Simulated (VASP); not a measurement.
```
GeSi
1.0
    3.74500     0.00000     0.00000
   -1.87250     3.24327     0.00000
    0.00000     0.00000     5.21961
Ge Si
2 2
Direct
  0.00000   0.00000   0.00000
  0.00000   0.00000   0.50000
  0.33333   0.66667   0.25000
  0.66667   0.33333   0.75000
```

The base run (VASP): PBE GGA, plane waves, VASP's PBE PAW potentials (set 64). Numerical set-up: 400 eV cut-off, 9×9×6 Γ-centred mesh, first-order Methfessel-Paxton smearing of 0.10 eV, potentials Ge_d Si.

One setting is varied; ΔE counts from the most expensive setting. The base run took about 30 core-seconds. The timings are rough (shared machines, no repeats); factors under 2 mean little.

The pressure holds a Pulay error that falls with the cut-off, as the column shows.

```json
[
 {"setting": "base run", "cost over the base run": "reference", "electronic steps": "11", "ΔE (meV/atom)": "0.2", "pressure (GPa)": "19.09"},
 {"setting": "ENCUT = 450", "cost over the base run": "within a factor of 2", "electronic steps": "11", "ΔE (meV/atom)": "0.2", "pressure (GPa)": "19.14"},
 {"setting": "ENCUT = 550", "cost over the base run": "within a factor of 2", "electronic steps": "11", "ΔE (meV/atom)": "0.0", "pressure (GPa)": "19.35"},
 {"setting": "ENCUT = 600", "cost over the base run": "about 2 times", "electronic steps": "11", "ΔE (meV/atom)": "0.0", "pressure (GPa)": "19.35"},
 {"setting": "ENCUT = 700", "cost over the base run": "about 2 times", "electronic steps": "11", "ΔE (meV/atom)": "0.0", "pressure (GPa)": "19.34"},
 {"setting": "ENCUT = 650", "cost over the base run": "about 3 times", "electronic steps": "11", "ΔE (meV/atom)": "0.0", "pressure (GPa)": "19.37"},
 {"setting": "ENCUT = 750", "cost over the base run": "about 3 times", "electronic steps": "11", "ΔE (meV/atom)": "0.0", "pressure (GPa)": "19.37"}
]
```

Left out are runs that failed, have no time on record or changed the cell.

The structure was generated: SiGe was put into the NiAs type (P6_3/mmc), which need not be its known phase. The cell was not relaxed at this level.
